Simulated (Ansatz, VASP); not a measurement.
# Cross-check of H13C6 between VASP and Ansatz

Aim: how closely do two programs agree when they are given the same cell, functional and k mesh? The structure shown is frame 67 of Ansatz's trajectory.

Calculated with Ansatz 0.2.0; plane waves, with VASP 6.6.1 beside it; single point at PBE with D4.

## Step 1: Set-up

The cell holds 76 atoms: 24 C and 52 H. Cell: a = 8.883 Å, b = 8.883 Å, c = 8.883 Å, α = 90.0°, β = 90.0°, γ = 90.0°. As first built, before any earlier steps moved the atoms (in the runner's words): 2 polyethylene chains of 5 units placed at random, at 0.807 g/cm^3; overlaps pushed apart, then 20 ps at 800 K with MMFF94 bonds, angles, torsions, charges and radii (Halgren, J. Comput. Chem. 17, 490 (1996)) in harmonic and 12-6 forms; charges of ions scaled by 0.8. Snapshot after 30 ps at 300 K and fixed volume.

## Step 2: Ansatz: dynamics, PBE with D4

Ansatz runs on its default PAW (the set named soft_2) files.

One frame of this run of dynamics is then solved in both programs, so the motion causes no difference.

File input.yaml:

```yaml
crystal:
  lattice:
    - [8.88329, 0.0, 0.0]
    - [0.0, 8.88329, 0.0]
    - [0.0, 0.0, 8.88329]
  atoms:
    - { symbol: C, position: [0.69158, 0.8425, 0.63994] }
    - { symbol: C, position: [0.6531, 0.98961, 0.70732] }
    - { symbol: C, position: [0.58855, 0.96743, 0.86448] }
    - { symbol: C, position: [0.56505, 0.11655, 0.9499] }
    - { symbol: C, position: [0.50501, 0.08729, 0.10924] }
    - { symbol: C, position: [0.47267, 0.22784, 0.19309] }
    - { symbol: C, position: [0.61138, 0.3288, 0.22127] }
    - { symbol: C, position: [0.59726, 0.41838, 0.36604] }
    - { symbol: C, position: [0.70736, 0.36626, 0.48766] }
    - { symbol: C, position: [0.86984, 0.40218, 0.4545] }
    - { symbol: C, position: [0.97886, 0.32338, 0.54996] }
    - { symbol: C, position: [0.9416, 0.35407, 0.70924] }
    - { symbol: H, position: [0.59251, 0.76811, 0.64694] }
    - { symbol: H, position: [0.78556, 0.78091, 0.70152] }
    - { symbol: H, position: [0.7187, 0.8518, 0.51686] }
    - { symbol: H, position: [0.75138, 0.06237, 0.71061] }
    - { symbol: H, position: [0.57281, 0.05105, 0.63465] }
    - { symbol: H, position: [0.48869, 0.90284, 0.85034] }
    - { symbol: H, position: [0.66219, 0.89498, 0.93352] }
    - { symbol: H, position: [0.66627, 0.17612, 0.9512] }
    - { symbol: H, position: [0.49342, 0.18426, 0.88527] }
    - { symbol: H, position: [0.40273, 0.01688, 0.11089] }
    - { symbol: H, position: [0.58712, 0.02406, 0.17047] }
    - { symbol: H, position: [0.42429, 0.18491, 0.30579] }
    - { symbol: H, position: [0.38463, 0.30595, 0.1491] }
    - { symbol: H, position: [0.64003, 0.39939, 0.12427] }
    - { symbol: H, position: [0.70428, 0.25767, 0.23267] }
    - { symbol: H, position: [0.62231, 0.54019, 0.36167] }
    - { symbol: H, position: [0.47618, 0.41106, 0.40482] }
    - { symbol: H, position: [0.70098, 0.24283, 0.49851] }
    - { symbol: H, position: [0.67567, 0.4097, 0.60097] }
    - { symbol: H, position: [0.8872, 0.52513, 0.46525] }
    - { symbol: H, position: [0.90498, 0.38839, 0.33566] }
    - { symbol: H, position: [0.97457, 0.20502, 0.50912] }
    - { symbol: H, position: [0.09118, 0.36594, 0.5188] }
    - { symbol: H, position: [0.03791, 0.30852, 0.77051] }
    - { symbol: H, position: [0.92973, 0.46702, 0.73383] }
    - { symbol: H, position: [0.84177, 0.29769, 0.74703] }
    - { symbol: C, position: [0.38987, 0.45664, 0.78248] }
    - { symbol: C, position: [0.27973, 0.49462, 0.90539] }
    - { symbol: C, position: [0.33686, 0.59551, 0.02669] }
    - { symbol: C, position: [0.19594, 0.6172, 0.13752] }
    - { symbol: C, position: [0.25596, 0.69904, 0.26865] }
    - { symbol: C, position: [0.13089, 0.74175, 0.37034] }
    - { symbol: C, position: [0.20454, 0.83748, 0.49281] }
    - { symbol: C, position: [0.08937, 0.8526, 0.61576] }
    - { symbol: C, position: [0.15228, 0.91832, 0.76159] }
    - { symbol: C, position: [0.03002, 0.95911, 0.88267] }
    - { symbol: C, position: [0.09484, 0.01783, 0.03384] }
    - { symbol: C, position: [0.97598, 0.06279, 0.14537] }
    - { symbol: H, position: [0.50767, 0.43877, 0.82865] }
    - { symbol: H, position: [0.41363, 0.54815, 0.69939] }
    - { symbol: H, position: [0.34694, 0.35788, 0.71703] }
    - { symbol: H, position: [0.24033, 0.37893, 0.94474] }
    - { symbol: H, position: [0.17294, 0.53681, 0.85873] }
    - { symbol: H, position: [0.43355, 0.55679, 0.09204] }
    - { symbol: H, position: [0.37799, 0.69392, 0.9735] }
    - { symbol: H, position: [0.10446, 0.66767, 0.06608] }
    - { symbol: H, position: [0.14508, 0.50901, 0.17155] }
    - { symbol: H, position: [0.31297, 0.79827, 0.22525] }
    - { symbol: H, position: [0.34223, 0.62367, 0.31601] }
    - { symbol: H, position: [0.04916, 0.80738, 0.31004] }
    - { symbol: H, position: [0.08708, 0.64355, 0.43092] }
    - { symbol: H, position: [0.30594, 0.77869, 0.53737] }
    - { symbol: H, position: [0.24478, 0.94181, 0.44764] }
    - { symbol: H, position: [0.99437, 0.92504, 0.57218] }
    - { symbol: H, position: [0.04, 0.73931, 0.64663] }
    - { symbol: H, position: [0.22312, 0.83374, 0.80609] }
    - { symbol: H, position: [0.22223, 0.00845, 0.72277] }
    - { symbol: H, position: [0.95282, 0.05258, 0.83761] }
    - { symbol: H, position: [0.96308, 0.86044, 0.90357] }
    - { symbol: H, position: [0.16394, 0.93754, 0.09058] }
    - { symbol: H, position: [0.18247, 0.11403, 0.02298] }
    - { symbol: H, position: [0.88663, 0.11549, 0.07251] }
    - { symbol: H, position: [0.01838, 0.12518, 0.24088] }
    - { symbol: H, position: [0.92292, 0.96921, 0.19309] }
kpoints:
  mp_grid: { grid: [1, 1, 1] }
hamiltonian:
  xc: pbe
  dispersion: d4
scf:
  occupations: { method: gaussian, width: 0.05 }
output:
  forces: true
md:
  timestep: 0.5
  n_steps: 200
  ensemble: nve
  temperature: 300
  initial_velocities: maxwell_boltzmann
  seed: 5784
```

Started as:

```bash
ansatz run input.yaml --threads 4 --pin off --max-ram 8192MiB --backend cpu --events-out ev --progress --plain --runs-dir out
```

Numbers of over 12 decimals in the logs are rounded to 6 here.

Log:

```text
Warning: md: disabling space-group detection — thermal motion breaks the input geometry's symmetry, so no spatial operation reduces the k-mesh or symmetrises the density; time reversal is kept, so that k and −k are solved as one point where they differ and the mesh holds both, and exact exchange and, on two spinor components, a DFT+U term hold to it where the run has them: on two components no moment then forms, and  [...]
Engine: ansatz 0.2.0, x86_64-unknown-linux-gnu
Pseudopotentials: kind: paw
Pseudopotential: C, paw, valence charge 4, recommended cutoff 420 eV (normal), C.paw.azcp
Pseudopotential: H, paw, valence charge 1, recommended cutoff 420 eV (normal), H.paw.azcp
Functional definition: PBE
  parameter kappa = 0.804
  parameter beta = 0.066725
  exchange = pbe_x(kappa = kappa, mu = beta*pi^2/3)
  correlation = pbe_c(beta = beta)
Crystal: 76 atoms, lattice volume = 701.006 Å³
Basis set: ecut = 420 eV, 13613 PW (Γ), exchange–correlation on 120×120×120 points (8 copies of the dense FFT grid, shifted against one another)
Bands: 150, of which v1, the nominal top of the filled ones, is band 74 counted from 1 (73 counted from 0)
Symmetry: 1 space group operations
k-points: 1
Non-local potential: C, projectors of the file, l = 0: 2, l = 1: 2, l = 2: 1
Non-local potential: H, projectors of the file, l = 0: 2, l = 1: 1
PAW form: soft (Blöchl's): semilocal exchange-correlation on the pseudo side does not see the compensation charge
PAW one-centre angular grid: C, 110 points (default); XC on 64 Gauss nodes
PAW one-centre angular grid: H, 110 points (default); XC on 64 Gauss nodes
Initial density: superposition of atomic densities (neutral atoms: chi_scale 0, normalization atom), corrected by the library's trained network
Initial wavefunctions: pseudopotential atomic-orbital guess
Functional: x = pbe(κ = 0.804, μ = 0.219515), c = pbe(β = 0.066725)
SCF iter   1: F=—  HF=-6861.735066 eV  |F-HF|=—  |Δ(HF+E_count)|=         —  Δρ=3.45e-3  dr2=1.17e-1  ethr=1.77e-3  ⟨swp⟩=6.0  Hψ=711  notcnv=0  defer=26
preconditioner: auto → Resta (q_TF=auto, 2.105 Å⁻¹)  ε∞=2.2  [insulator: Δε(μ)=5.388 eV  Ē_g=15.530 eV  σ=0.050 eV  W_gap=1.00  n_scr=92 (ndim 8)  ℏωp=17.1 eV  f_vac=0.213  D(μ)=0.00/eV (n_scr^D=0)  ε∞_Penn≈2.2]
SCF iter   2: F=—  HF=-6861.740374 eV  |F-HF|=—  |Δ(HF+E_count)|=   5.31e-3  Δρ=1.73e-3  dr2=2.99e-2  ethr=7.89e-5  ⟨swp⟩=3.0  Hψ=253  notcnv=0  defer=69
SCF iter   3: F=—  HF=-6861.752684 eV  |F-HF|=—  |Δ(HF+E_count)|=   1.23e-2  Δρ=4.78e-4  dr2=2.80e-3  ethr=2.02e-5  ⟨swp⟩=2.0  Hψ=139  notcnv=0  defer=69
SCF iter   4: F=—  HF=-6861.753638 eV  |F-HF|=—  |Δ(HF+E_count)|=   9.54e-4  Δρ=1.67e-4  dr2=2.67e-4  ethr=1.89e-6  ⟨swp⟩=2.0  Hψ=160  notcnv=0  defer=69
SCF iter   5: F=—  HF=-6861.753688 eV  |F-HF|=—  |Δ(HF+E_count)|=   4.96e-5  Δρ=6.35e-5  dr2=3.66e-5  ethr=1.81e-7  ⟨swp⟩=2.0  Hψ=156  notcnv=0  defer=69
SCF iter   6: F=—  HF=-6861.753597 eV  |F-HF|=—  |Δ(HF+E_count)|=   9.11e-5  Δρ=1.76e-5  dr2=2.35e-6  ethr=2.47e-8  ⟨swp⟩=2.0  Hψ=221  notcnv=0  defer=69
SCF iter   7: F=—  HF=-6861.753596 eV  |F-HF|=—  |Δ(HF+E_count)|=   1.06e-6  Δρ=4.71e-6  dr2=2.13e-7  ethr=1.59e-9  ⟨swp⟩=2.0  Hψ=152  notcnv=0  defer=69
SCF iter   8: F=-6861.753595 eV  HF=-6861.753595 eV  |F-HF|=2.56e-8  |Δ(HF+E_count)|=   1.06e-7  Δρ=1.84e-6  dr2=3.05e-8  ethr=5.14e-11  ⟨swp⟩=5.0  Hψ=359  notcnv=0
SCF 1 converged in 8 iterations: F = -6861.753595 eV  dr2 = 3.05e-8
  greatest PAW one-centre occupation: 0.670 electrons in one spin orbital (limit 2), on the C atom at site 11 (counted from 0), in its partial waves of l = 0
md step     0: t =     0.00 fs  T =   300.0 K  F+E_penalty+E_count = -6861.75359539 eV  E_kin = 2.908350 eV  conserved = -6858.84524541 eV  (8 SCF iters)
[... from here on, the SCF cycles and remarks between the steps are left out ...]
md step   193: t =    96.50 fs  T =   277.2 K  F+E_penalty+E_count = -6861.53032027 eV  E_kin = 2.686965 eV  conserved = -6858.84335494 eV  (4 SCF iters, 3 dispersion substeps)
md step   194: t =    97.00 fs  T =   282.1 K  F+E_penalty+E_count = -6861.57929821 eV  E_kin = 2.735211 eV  conserved = -6858.84408740 eV  (4 SCF iters, 3 dispersion substeps)
md step   195: t =    97.50 fs  T =   285.9 K  F+E_penalty+E_count = -6861.61601877 eV  E_kin = 2.771879 eV  conserved = -6858.84414014 eV  (3 SCF iters, 3 dispersion substeps)
md step   196: t =    98.00 fs  T =   288.5 K  F+E_penalty+E_count = -6861.64018292 eV  E_kin = 2.796579 eV  conserved = -6858.84360414 eV  (3 SCF iters, 3 dispersion substeps)
md step   197: t =    98.50 fs  T =   290.7 K  F+E_penalty+E_count = -6861.66077046 eV  E_kin = 2.817868 eV  conserved = -6858.84290224 eV  (4 SCF iters, 3 dispersion substeps)
md step   198: t =    99.00 fs  T =   293.7 K  F+E_penalty+E_count = -6861.68962503 eV  E_kin = 2.847094 eV  conserved = -6858.84253134 eV  (4 SCF iters, 3 dispersion substeps)
md step   199: t =    99.50 fs  T =   298.2 K  F+E_penalty+E_count = -6861.73400680 eV  E_kin = 2.891299 eV  conserved = -6858.84270804 eV  (3 SCF iters, 3 dispersion substeps)
md step   200: t =   100.00 fs  T =   304.3 K  F+E_penalty+E_count = -6861.79327688 eV  E_kin = 2.950066 eV  conserved = -6858.84321100 eV  (7 SCF iters, 3 dispersion substeps)
SCF converged after 7 iterations
Free energy (F): -6861.793277 eV
Harris-Foulkes:  -6861.793277 eV  (|F-HF|=9.35e-9)
Internal energy: -6861.793277 eV  (E = F + TS)
E sigma→0 (E₀):  -6861.793277 eV
Fermi energy:    0.736054 eV
--- Per-component energies (eV) ---
  E_band       = -1043.718475
  E_kinetic    = 2910.115107
  E_local      = -8328.565791  (includes V_loc(G=0)·N_el)
  E_nonlocal   = 732.440506
  E_hartree    = 2940.437434
  E_xc         = -1627.771698
  E_vxc        = -2039.297805  (∫ρ·V_xc dr)
  E_paw        = -2413.104710  (= ΣΔE_a)
  E_vpaw       = -199.209164  (= ΣTr[D̂ρ^β])
  E_aug_tail   = -0.071424  (compensation charges beyond the density's cutoff)
  E_ewald      = -1072.082010
  E_disp       = -3.190690  (pairwise vdW)
  E_smearing   = -0.000000  (= −TS)
  E_closure    = -0.000000  (closes the sum)
  Σ components = -6861.793277   (vs F -6861.793277, Δ=0.00e0)
--- Forces (eV/Å), atoms counted from 1 ---
  atom   1  C      1.43308509    -1.64898078     0.07645045
  atom   2  C     -0.22385566     1.33811375    -0.14160170
  atom   3  C      0.42409127    -1.08363527     0.78552396
  atom   4  C      0.39928097    -0.15530847    -0.89287041
  atom   5  C     -1.17896857    -0.62038868    -0.03153949
  atom   6  C      1.16483136     0.99372846     0.69461770
  atom   7  C     -1.87784790     0.05172428     0.68533664
  atom   8  C     -1.75748124    -1.46490727     0.49595015
  atom   9  C     -1.07747724    -0.36398210     0.43916788
  atom  10  C     -1.19189394    -3.42543608     1.04477315
  atom  11  C     -1.09410061     1.82391453    -0.20981337
  atom  12  C     -0.37788899    -1.53946613    -1.53142483
  atom  13  H      0.04864967    -0.00098662     0.27752488
  atom  14  H     -0.95194737     0.25913201    -1.34705521
  atom  15  H     -0.05528924     0.54353976     0.99858984
  atom  16  H     -0.18173995     0.01048167    -0.19019352
  atom  17  H      0.37210596     0.02045925     0.09494055
  atom  18  H      0.17833477     0.71876706     0.47872794
  atom  19  H     -0.48103071     0.22827950    -0.81181477
  atom  20  H     -0.26232394    -0.54020363    -0.12759827
  atom  21  H     -0.71026155     0.59332937    -0.08462310
  atom  22  H     -0.18700811     0.22682745    -0.28694604
  atom  23  H      1.27216130    -0.05878223     0.60039900
  atom  24  H     -0.02996138     0.75058781    -0.69616307
[...]
atom  69  H     -0.00899251     0.69299510     0.09371348
  atom  70  H      1.09605295     0.64056135     0.20525401
  atom  71  H      0.23688405    -1.89236636     0.70975076
  atom  72  H      1.34112845    -0.39990544     0.42317544
  atom  73  H      0.41065829    -0.75618215    -0.08769422
  atom  74  H      0.87194609     0.00397813     0.44033472
  atom  75  H     -0.50432257    -0.09392565    -0.60050975
  atom  76  H     -0.63100912    -1.46994306     0.90042764
  max |Σ_I F_I| component: 1.28e-4 eV/Å
--- MD trajectory: 200 steps, t = 0.0 → 100.0 fs ---
  final state: T = 304.3 K   F+E_penalty+E_count = -6861.79327688 eV   E_kin = 2.950066 eV
  conserved energy: peak-to-peak 7.189e-3 eV (9.460e-5 eV/atom) over 100.0 fs
```

In the SCF lines HF is the Harris–Foulkes energy and dr2 the Hartree energy of the density residual, in eV; the loop may stop once dr2 is under the threshold and the program's other checks hold. Hψ counts applications of the Hamiltonian.

## Step 3: VASP: single point, PBE with D4

The same cell, functional, mesh and smearing now go to VASP, with its own data sets.

Lines of VASP's logs that name or quote its potential files are left out, and so is its time.

File INCAR:

```
SYSTEM = H13C6
PREC = Accurate
ENCUT = 520
EDIFF = 1E-06
NELM = 120
ISMEAR = 0
SIGMA = 0.05
LREAL = Auto
ALGO = Normal
GGA = PE
IVDW = 13
NBANDS = 128
LORBIT = 11
LWAVE = .FALSE.
LCHARG = .FALSE.
ISIF = 2
LASPH = .TRUE.
GGA_COMPAT = .FALSE.
EFERMI = MIDGAP
NCORE = 2
```

File POSCAR:

```
H13C6
1.0
    8.8832900000      0.0000000000      0.0000000000
    0.0000000000      8.8832900000      0.0000000000
    0.0000000000      0.0000000000      8.8832900000
C H
24 52
Direct
    0.6839920795      0.8377414224      0.6317591793
    0.6483296166      0.9848603389      0.7026113073
    0.5991586451      0.9761135795      0.8670323720
    0.5412071428      0.1222069751      0.9369951898
    0.4911356040      0.0964169806      0.1007509605
    0.4764000725      0.2251418112      0.2012880363
    0.6168435343      0.3244743783      0.2163612806
    0.6083106597      0.4266324751      0.3543732108
    0.7075306559      0.3583582209      0.4759948172
    0.8752613052      0.3943133681      0.4487301439
    0.9787815100      0.3146019099      0.5515411520
    0.9473066848      0.3504332291      0.7176958086
    0.4116267734      0.4623399664      0.7628817702
    0.2849394763      0.4994095656      0.8727059457
    0.3359228394      0.5902655435      0.0093546423
    0.2036632824      0.6004869817      0.1371563914
    0.2591945101      0.6835417959      0.2780613939
    0.1311788763      0.7328703667      0.3849024404
    0.1891754069      0.8211034425      0.5211582646
    0.0743418261      0.8652987801      0.6421382168
    0.1414566000      0.9573142383      0.7642663923
    0.0338950997      0.9472954277      0.9010175284
    0.0956627556      0.0311371125      0.0376099396
    0.9857158778      0.0718877803      0.1543347116
    0.5772410897      0.7746004014      0.6219317393
    0.7665628388      0.7682739165      0.7028477062
    0.7317446577      0.8445857334      0.5141563542
    0.7459398489      0.0591334967      0.6958683101
    0.5543779388      0.0390958755      0.6415866194
    0.5133120724      0.8926760243      0.8862482256
    0.6995043503      0.9354304543      0.9289576272
    0.6339993403      0.1956369768      0.9353066263
    0.4500247093      0.1740458771      0.8835577810
    0.3835741037      0.0360564611      0.0936027080
    0.5656913148      0.0199813357      0.1534791727
    0.4462198127      0.1849314837      0.3209396519
    0.3823695950      0.3004855183      0.1605035972
    0.6359468170      0.3926248045      0.1144395826
    0.7140597684      0.2601626199      0.2324138917
    0.6550613568      0.5393272087      0.3326695402
    0.4886365299      0.4441597651      0.3930525740
    0.6963748791      0.2357572476      0.4900098950
    0.6789376458      0.4056717725      0.5906707988
    0.8860568551      0.5113533387      0.4720773497
    0.9150438633      0.3703470223      0.3326357690
    0.9628977552      0.1918433373      0.5376386451
    0.0988710264      0.3335588504      0.5325616973
    0.0317337383      0.2954761130      0.7858012065
    0.9473517132      0.4643662427      0.7415495835
    0.8424131150      0.2985492987      0.7538085552
    0.5088767788      0.4001895694      0.8181991132
    0.4421785172      0.5662316552      0.6986150401
    0.3629736280      0.3808273736      0.6791515306
    0.2331118313      0.3973077542      0.9227887416
    0.2014343785      0.5684380449      0.8146981580
    0.4435856535      0.5459238638      0.0517826166
    0.3542493828      0.6992679514      0.9647326610
    0.1005483329      0.6578193440      0.0868484537
    0.1821847536      0.4812181073      0.1621246182
    0.3174837251      0.7915310656      0.2376822101
    0.3485870663      0.6205133458      0.3381855146
    0.0499589679      0.7896511315      0.3138251706
    0.0629158791      0.6333014007      0.4242009436
    0.2672996153      0.7444651700      0.5816763834
    0.2519787151      0.9173965952      0.4869367093
    0.9738621614      0.9209988642      0.5884418948
    0.0332309313      0.7540787253      0.6912979313
    0.2531607096      0.9217080609      0.7914522660
    0.1533103163      0.0745557108      0.7349191572
    0.9198281267      0.9923451784      0.8682256236
    0.0017009464      0.8356250894      0.9318056711
    0.1771190629      0.9596219419      0.0904282085
    0.1470176027      0.1371901627      0.9865140055
    0.8990362805      0.1556067628      0.1109836558
    0.0274673010      0.1314828177      0.2534984223
    0.9247474753      0.9747627287      0.1805187042
```

File KPOINTS:

```
Automatic mesh
0
Gamma
1 1 1
0 0 0
```

Potentials, in the order of the species: C and H (PBE family, release 64).

Started as:

```bash
mpirun -np 8 vasp_gam
```

Log:

```text
[banner, memory and clock lines left out]
running    8 mpi-ranks, on    1 nodes
[...]
LDA part: xc-table for (Slater+PW92), standard interpolation
 POSCAR, INCAR and KPOINTS ok, starting setup
[...]
entering main loop
       N       E                     dE             d eps       ncg     rms          rms(c)
DAV:   1     0.855698506690E+03    0.85570E+03   -0.72060E+04   256   0.104E+03
DAV:   2    -0.339664975589E+03   -0.11954E+04   -0.11355E+04   344   0.240E+02
DAV:   3    -0.448999831742E+03   -0.10933E+03   -0.10850E+03   328   0.736E+01
DAV:   4    -0.451815663730E+03   -0.28158E+01   -0.28085E+01   336   0.136E+01
[...]
DAV:  15    -0.408769322365E+03    0.92611E-05   -0.52643E-05   296   0.222E-02    0.710E-03
DAV:  16    -0.408769320536E+03    0.18293E-05   -0.15040E-05   304   0.113E-02    0.646E-03
DAV:  17    -0.408769319593E+03    0.94242E-06   -0.36400E-06   320   0.601E-03
   1 F= -.41197021E+03 E0= -.41197021E+03  d E =0.000000E+00
```

Parts of OUTCAR (step 3):

```text
  FREE ENERGIE OF THE ION-ELECTRON SYSTEM (eV)
  ---------------------------------------------------
  free  energy   TOTEN  =      -411.9702071928 eV

  energy  without entropy=     -411.9702071928  energy(sigma->0) =     -411.97020719

[... 1 further part left out ...]
```

The run ends at a pressure of 1.37 GPa, with forces up to 3.1 eV/Å.

## Step 4: Side by side

Known differences besides the potentials themselves: the cutoff is 420 eV in Ansatz and 520 eV in VASP (PREC = Accurate, projectors in real space). Total energies have different zeros and are not compared.

Forces on 9 of the 76 atoms, those with the largest forces and the largest differences (eV/Å; atoms numbered as in POSCAR):

```tsv
atom	Ansatz x, y, z	VASP x, y, z
C4	0.884, -1.530, 1.562	0.884, -1.516, 1.551
C6	-0.835, 1.955, 1.518	-0.842, 1.967, 1.530
C12	0.082, -2.655, -0.678	0.078, -2.642, -0.671
C20	-0.697, -1.384, -1.506	-0.713, -1.389, -1.511
C23	0.518, 1.371, -1.749	0.535, 1.370, -1.755
C24	-1.510, 2.687, -0.446	-1.517, 2.680, -0.417
H40	-0.190, 0.072, -0.162	-0.182, 0.097, -0.166
H49	-0.050, 2.374, 0.443	-0.050, 2.385, 0.446
H55	-0.471, -0.272, -0.139	-0.490, -0.257, -0.152
```

The forces differ by 12 meV/Å r.m.s., which is 1.5 % of the r.m.s. force of 0.793 eV/Å (both taken over all components).

## Step 5: Outcome

```
r.m.s. force difference (single point, PBE with D4) : 1.5 % of the r.m.s. force
```

What this shows: The r.m.s. force difference is 1.5 % of the r.m.s. force (single point, PBE with D4), within the 3 % picked in this series as the mark of a large difference. 2 further runs of this series are not shown here. Such differences can come from data sets, numerical settings and the points named under the comparisons, not from the functional's error against experiment.

[Lines on the potential files, build, host, timing and source positions are cut from VASP's logs without a mark.]

[Logs are printed without paths, hosts, clocks, repeated set-up lines and the standing remarks that a program may print on its own settings, such as how far it seeks lower states.]

[Hosts, paths, dates, database ids (printed as entryN), source tags and the programs' standing remarks are cut or masked in the printed files.]

[The MMFF94 radii named for the starting cell were scaled by 0.96; in molecules described by MMFF94, hydrogen bound to N, O or S took a small fixed 12-6 site in their place.]
